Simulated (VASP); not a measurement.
Here is the system:

```yaml
crystal:
  lattice:
    - [1.96213, -3.43002, 0.00000]
    - [1.96213, 3.43002, 0.00000]
    - [0.00000, 0.00000, 5.08870]
  atoms:
    - { symbol: Ni, position: [0.00000, 0.00000, 0.50000] }
    - { symbol: Ni, position: [0.00000, 0.00000, 0.00000] }
    - { symbol: Sb, position: [0.33333, 0.66667, 0.25000] }
    - { symbol: Sb, position: [0.68975, 0.35642, 0.75000] }
```

Level of theory: PBE GGA + U (Dudarev), VASP's PBE PAW potentials (set 64) (plane waves; VASP 6.6.1). Run with 400 eV cut-off, 8×8×6 Γ-centred mesh, first-order Methfessel-Paxton smearing of 0.10 eV, potentials Ni Sb, U − J: Ni 8.00 eV.

Unless said otherwise, spin-orbit coupling is left out, though it shifts the bands of the heavy elements here.

### Question
Estimate the energy per atom (σ→0), pressure, largest force, band gap (on the k-mesh) with the smallest direct gap where there is one.

### Answer

```json
{
 "band gap (on the k-mesh)": "none (metal, semimetal or under 0.01 eV)",
 "energy per atom (σ→0)": "-2859 meV/atom",
 "pressure": "-4.55 GPa",
 "largest_force": "0.512 eV/Å"
}
```

Total energies compare only between runs with the same potentials, cut-off and functional.

The compound is NiSb in the NiAs type structure. The cell was not relaxed at this level, atoms are displaced from their ideal sites. The run is one of a series of settings (LDAU = .TRUE., LDAUJ = 0 0, LDAUL = 2 -1, LDAUTYPE = 2, LDAUU = 8.0 0 against the base run), some of them coarse on purpose. The run is not spin-polarised, so no magnetic state was tried.
